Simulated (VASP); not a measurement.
An input for Ansatz (written as the equivalent of a VASP run, and not itself run):

Ansatz 0.2 input:
```yaml
crystal:
  lattice:
    - [1.4878409, -2.5770159, 0.0000000]
    - [1.4878409, 2.5770159, 0.0000000]
    - [0.0000000, 0.0000000, 10.8364142]
  atoms:
    - { symbol: W, position: [0.3333330, 0.6666670, 0.2500000] }
    - { symbol: W, position: [0.6666670, 0.3333330, 0.7500000] }
    - { symbol: S, position: [0.3333330, 0.6666670, 0.8966125] }
    - { symbol: S, position: [0.6666670, 0.3333330, 0.3966125] }
    - { symbol: S, position: [0.6666670, 0.3333330, 0.1033875] }
    - { symbol: S, position: [0.3333330, 0.6666670, 0.6033875] }
kpoints:
  mp_grid: { grid: [9, 9, 2] }
hamiltonian:
  xc: pbesol
  pseudopotentials: { kind: paw }
scf:
  occupations: { method: gaussian, width: 0.05 }
  max_iter: 100
relax:
  max_steps: 40
  f_tol: 0.02
  cell: { p_target: 30 }
output: { forces: true, stress: true, eigenvalues: true }
```

Problem. Write the VASP files for the same calculation (PBEsol).

Solution. One answer among several that fit: 
POSCAR:
```
WS2
1
    1.4878408734    -2.5770158642     0.0000000000
    1.4878408734     2.5770158642     0.0000000000
    0.0000000000     0.0000000000    10.8364142461
W S
2 4
Direct
  0.3333330000   0.6666670000   0.2500000000
  0.6666670000   0.3333330000   0.7500000000
  0.3333330000   0.6666670000   0.8966125098
  0.6666670000   0.3333330000   0.3966125098
  0.6666670000   0.3333330000   0.1033874902
  0.3333330000   0.6666670000   0.6033874902
```

**KPOINTS**
```
K-points
0
gamma
9 9 2
0 0 0
```

### INCAR
```
ALGO=Normal
EDIFF=1E-6
EDIFFG=-0.02
ENCUT=500
GGA=PS
IBRION=2
ISIF=3
ISMEAR=0
LASPH=.TRUE.
LCHARG=.FALSE.
LMAXMIX=6
LREAL=.FALSE.
LWAVE=.FALSE.
NELM=100
NSW=40
PREC=Accurate
PSTRESS=300
SIGMA=0.05
SYSTEM=WS2
```

POTCAR, in this order: W_sv S (PBE.64 set). Program: vasp_std.

What does not carry over: each code has its own PAW files, so the cut-off isn't converted (ENCUT is set for VASP's; basis.ecutwfc is left out, and Ansatz then takes the one that its files recommend); Ansatz stops its SCF on the density residual and VASP on the energy change (EDIFF).

The compound is WS2 in the 2H layered structure. It was relaxed first under an external pressure of 30 GPa.
